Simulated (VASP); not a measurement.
Method: r2SCAN+rVV10, VASP's PBE PAW potentials (set 64) (plane waves; VASP).

Input for VASP

POSCAR:
```
BP
1.0
  0.0000000000   2.2634231392   2.2634231392
  2.2634231392   0.0000000000   2.2634231392
  2.2634231392   2.2634231392   0.0000000000
B P
1 1
direct
  0.0000000000   0.0000000000   0.0000000000
  0.2500000000   0.2500000000   0.2500000000
```

INCAR:
```
! general
SYSTEM    =  BP
PREC      =  Accurate
ENCUT     =  520   ! plane-wave cut-off (eV)
LREAL     =  .False.   ! projection in real space or not
LASPH     =  .True.   ! aspherical one-centre terms
NBANDS    =  24

! electronic loop
EDIFF     =  1E-7
NELM      =  100   ! most electronic steps
ALGO      =  Normal   ! blocked Davidson
LMIXTAU   =  .True.

! smearing
ISMEAR    =  0
SIGMA     =  0.01   ! width (eV)

! functional
METAGGA   =  R2SCAN
LUSE_VDW  =  .True.
BPARAM    =  11.95
CPARAM    =  0.0093

! output
LWAVE     =  .False.
LCHARG    =  .False.
NEDOS     =  1001

! other
LOPTICS   =  .True.
LPEAD     =  .True.
CSHIFT    =  0.1
```

File KPOINTS:
```
Automatic mesh
0
Gamma
18 18 18
0 0 0
```

POTCAR, in this order: B P (PBE.64 set). Program: vasp_std.

Output of the run:

OUTCAR:
```
 ion  position               nearest neighbor table
   1  0.000  0.000  0.000-   2 1.96   2 1.96   2 1.96   2 1.96
   2  0.250  0.250  0.250-   1 1.96   1 1.96   1 1.96   1 1.96
  LATTYP: Found a face centered cubic cell.
 ALAT       =     4.5268462784
 Subroutine PRICEL returns:
 Original cell was already a primitive cell.
 Subroutine GETGRP returns: Found 24 space group operations
The static configuration has the point symmetry T_d .
The dynamic configuration has the point symmetry T_d .
 Subroutine INISYM returns: Found 24 space group operations
 Subroutine IBZKPT returns following result:
 Found    195 irreducible k-points:

 Following reciprocal coordinates:
            Coordinates               Weight
  0.000000  0.000000  0.000000      1.000000
  0.055556  0.000000  0.000000      8.000000
  0.111111  0.000000  0.000000      8.000000
  0.166667  0.000000  0.000000      8.000000
  0.222222  0.000000  0.000000      8.000000
  0.277778  0.000000  0.000000      8.000000
  0.333333  0.000000  0.000000      8.000000
  0.388889  0.000000  0.000000      8.000000
  0.444444  0.000000  0.000000      8.000000
  0.500000  0.000000  0.000000      4.000000
  0.055556  0.055556  0.000000      6.000000
  0.111111  0.055556  0.000000     24.000000
  0.166667  0.055556  0.000000     24.000000
  0.222222  0.055556  0.000000     24.000000
  0.277778  0.055556  0.000000     24.000000
  0.333333  0.055556  0.000000     24.000000
  0.388889  0.055556  0.000000     24.000000
  0.444444  0.055556  0.000000     24.000000
  0.500000  0.055556  0.000000     24.000000
 -0.444444  0.055556  0.000000     24.000000
 -0.388889  0.055556  0.000000     24.000000
 -0.333333  0.055556  0.000000     24.000000
 -0.277778  0.055556  0.000000     24.000000
 -0.222222  0.055556  0.000000     24.000000
 -0.166667  0.055556  0.000000     24.000000
 -0.111111  0.055556  0.000000     24.000000
 -0.055556  0.055556  0.000000     12.000000
  0.111111  0.111111  0.000000      6.000000
  0.166667  0.111111  0.000000     24.000000
  0.222222  0.111111  0.000000     24.000000
  0.277778  0.111111  0.000000     24.000000
  0.333333  0.111111  0.000000     24.000000
  0.388889  0.111111  0.000000     24.000000
  0.444444  0.111111  0.000000     24.000000
  0.500000  0.111111  0.000000     24.000000
 -0.444444  0.111111  0.000000     24.000000
 -0.388889  0.111111  0.000000     24.000000
 -0.333333  0.111111  0.000000     24.000000
 -0.277778  0.111111  0.000000     24.000000
 -0.222222  0.111111  0.000000     24.000000
 Subroutine IBZKPT_HF returns following result:
   k-points           NKPTS =    195   k-points in BZ     NKDIM =    195   number of bands    NBANDS=     24
   number of dos      NEDOS =   1001   number of ions     NIONS =      2
   total plane-waves  NPLWV =  13824
   dimension x,y,z NGX =    24 NGY =   24 NGZ =   24
   dimension x,y,z NGXF=    48 NGYF=   48 NGZF=   48
   ions per type =               1   1
   PREC   = accura    normal or accurate (medium, high low for compatibility)
   ISTART =      0    job   : 0-new  1-cont  2-samecut
   ICHARG =      2    charge: 1-file 2-atom 10-const
   ISPIN  =      1    spin polarized calculation?
   LNONCOLLINEAR =      F non collinear calculations
   LSORBIT =      F    spin-orbit coupling
   INIWAV =      1    electr: 0-lowe 1-rand  2-diag
   ENCUT  =  520.0 eV  38.22 Ry    6.18 a.u.   5.95  5.95  5.95*2*pi/ulx,y,z
   NELM   =    100;   NELMIN=  2; NELMDL= -5     # of ELM steps
   EDIFF  = 0.1E-06   stopping-criterion for ELM
   LREAL  =      F    real-space projection
   NLSPLINE    = F    spline interpolate recip. space projectors
...
```

File OSZICAR:
```
       N       E                     dE             d eps       ncg     rms          rms(c)
DAV:   1     0.987630152807E+01    0.98763E+01   -0.35910E+03  9368   0.310E+02
DAV:   2    -0.185081918153E+02   -0.28384E+02   -0.27324E+02 12208   0.826E+01
DAV:   3    -0.191052947399E+02   -0.59710E+00   -0.59455E+00 11568   0.924E+00
DAV:   4    -0.191061264623E+02   -0.83172E-03   -0.83171E-03 11040   0.399E-01
DAV:   5    -0.191061276605E+02   -0.11982E-05   -0.11982E-05 11840   0.160E-02    0.802E+00
DAV:   6    -0.172012486217E+02    0.19049E+01   -0.80629E-01  9528   0.273E+00    0.475E+00
DAV:   7    -0.170712578396E+02    0.12999E+00   -0.30423E-01  9376   0.162E+00    0.134E+00
DAV:   8    -0.171027255541E+02   -0.31468E-01   -0.15289E-01  9376   0.149E+00    0.589E-01
DAV:   9    -0.172197644363E+02   -0.11704E+00   -0.19128E-02 10928   0.588E-01    0.251E-01
DAV:  10    -0.172310727621E+02   -0.11308E-01   -0.80172E-03  9992   0.430E-01    0.342E-02
DAV:  11    -0.172261563673E+02    0.49164E-02   -0.39456E-03  9648   0.287E-01    0.293E-02
DAV:  12    -0.172265448278E+02   -0.38846E-03   -0.35139E-04 10960   0.793E-02    0.787E-03
DAV:  13    -0.172265167726E+02    0.28055E-04   -0.30410E-05 11496   0.232E-02    0.142E-02
DAV:  14    -0.172265408090E+02   -0.24036E-04   -0.73873E-06 10376   0.118E-02    0.765E-03
DAV:  15    -0.172265339102E+02    0.68988E-05   -0.76541E-07 11808   0.410E-03    0.440E-03
DAV:  16    -0.172265431217E+02   -0.92116E-05   -0.17846E-06  9816   0.620E-03    0.743E-04
DAV:  17    -0.172265428580E+02    0.26374E-06   -0.10971E-07 11920   0.128E-03    0.536E-04
DAV:  18    -0.172265429985E+02   -0.14048E-06   -0.33893E-09  6112   0.212E-04    0.262E-04
DAV:  19    -0.172265429692E+02    0.29238E-07   -0.27850E-10  5392   0.748E-05
   1 F= -.17226543E+02 E0= -.17226543E+02  d E =-.109314E-51
 imaginary and real dielectric function
```

File OUTCAR:
```
------------------------ aborting loop because EDIFF is reached ----------------------------------------
  FORCE on cell =-STRESS in cart. coord.  units (eV):
  Direction    XX          YY          ZZ          XY          YZ          ZX
  --------------------------------------------------------------------------------------
  Total        0.0004257      0.0004257      0.0004257     -0.0000000      0.0000000     -0.0000000
  in kB        0.0294092      0.0294092      0.0294092     -0.0000000      0.0000000     -0.0000000
  external PRESSURE =       0.0294092 kB  Pullay stress =       0.0000000 kB
  volume of cell :       23.19
      direct lattice vectors                 reciprocal lattice vectors
     0.000000000  2.263423139  2.263423139    -0.220904342  0.220904342  0.220904342
     2.263423139  0.000000000  2.263423139     0.220904342 -0.220904342  0.220904342
     2.263423139  2.263423139  0.000000000     0.220904342  0.220904342 -0.220904342
  FREE ENERGIE OF THE ION-ELECTRON SYSTEM (eV)
  ---------------------------------------------------
  free  energy   TOTEN  =       -17.2265429692 eV

  energy  without entropy=      -17.2265429692  energy(sigma->0) =      -17.22654297

 plasma frequency squared (from intraband transitions) (eV^2)
  --------------------------------------------------------------------------------------
       0.000       0.000       0.000
       0.000       0.000       0.000
       0.000       0.000       0.000

 plasma frequency squared (from interband transitions, int dw w eps(2)(w)) (eV^2)
  --------------------------------------------------------------------------------------
     454.419       0.000      -0.000       0.000      -0.000       0.000
      -0.000      -0.000     454.419       0.000      -0.000       0.000
      -0.000      -0.000      -0.000      -0.000     454.419       0.000
```
(Selected blocks of OUTCAR.)

The structure comes from a measured BP entry (F-43m) of the Crystallography Open Database, whose conditions weren't checked. It was relaxed first.
